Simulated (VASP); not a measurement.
VASP input:

**KPOINTS**
```
Regular mesh
0
gamma
7 7 4
```

File POSCAR:
```
ZnS
1
    3.5605322592    -0.0000000000    -0.0000000000
   -1.7802661298     3.0835108644     0.0000000000
    0.0000000000     0.0000000000     5.8997250865
Zn S
2 2
Direct
  0.3333330000   0.6666670000   0.0020359139
  0.6666670000   0.3333330000   0.5020359139
  0.3333330000   0.6666670000   0.3729640861
  0.6666670000   0.3333330000   0.8729640861
```

**INCAR**
```
ALGO = Normal   ! blocked Davidson
ISIF = 3   ! ions, shape and volume
ISMEAR = 0   ! Gaussian
ENCUT = 500
EDIFFG = -0.02   ! ionic stop
SIGMA = 0.05
LWAVE = .FALSE.
LMAXMIX = 4   ! l cut-off of mixed one-centre charges
GGA = PS
LCHARG = .FALSE.
NSW = 40
PREC = Accurate
NELM = 100   ! most electronic steps
IBRION = 2   ! conjugate gradients
PSTRESS = 200
LASPH = .TRUE.
EDIFF = 1E-6   ! SCF stop (eV)
LREAL = .FALSE.   ! projection in real space or not
SYSTEM = ZnS
```

POTCAR, in this order: Zn S (PBE.64 set). Program: vasp_std.

**Question.** Write an equivalent input for Quantum ESPRESSO's pw.x.

**Answer.** One equivalent input (not run):
```
&CONTROL
  calculation = 'vc-relax'
  pseudo_dir = './pseudo'
  outdir = './out'
  tprnfor = .true.
  tstress = .true.
  nstep = 40
  forc_conv_thr = 0.00078
/
&SYSTEM
  ibrav = 0
  nat = 4
  ntyp = 2
  ecutwfc = 84
  occupations = 'smearing'
  smearing = 'gaussian'
  degauss = 0.003675
  input_dft = 'pbesol'
/
&ELECTRONS
  conv_thr = 7.3e-08
  electron_maxstep = 100
/
&IONS
/
&CELL
  press = 200
/
ATOMIC_SPECIES
  Zn 65.380 Zn.upf
  S 32.060 S.upf
CELL_PARAMETERS angstrom
     3.5605323   -0.0000000   -0.0000000
    -1.7802661    3.0835109    0.0000000
     0.0000000    0.0000000    5.8997251
ATOMIC_POSITIONS crystal
  Zn   0.3333330  0.6666670  0.0020359
  Zn   0.6666670  0.3333330  0.5020359
  S    0.3333330  0.6666670  0.3729641
  S    0.6666670  0.3333330  0.8729641
K_POINTS automatic
  7 7 4 0 0 0
```
Limits of the translation: the potentials are each code's own (VASP's PAW set, PseudoDojo norm-conserving files in pw.x), so ENCUT and ecutwfc are chosen apart and not converted; conv_thr bounds pw.x's estimated SCF error, while EDIFF bounds the energy change between steps; forc_conv_thr acts on force components and is met together with etot_conv_thr.

The structure was generated: ZnS was put into the wurtzite type (P6_3mc), which need not be its known phase. It was relaxed first under an external pressure of 20 GPa.
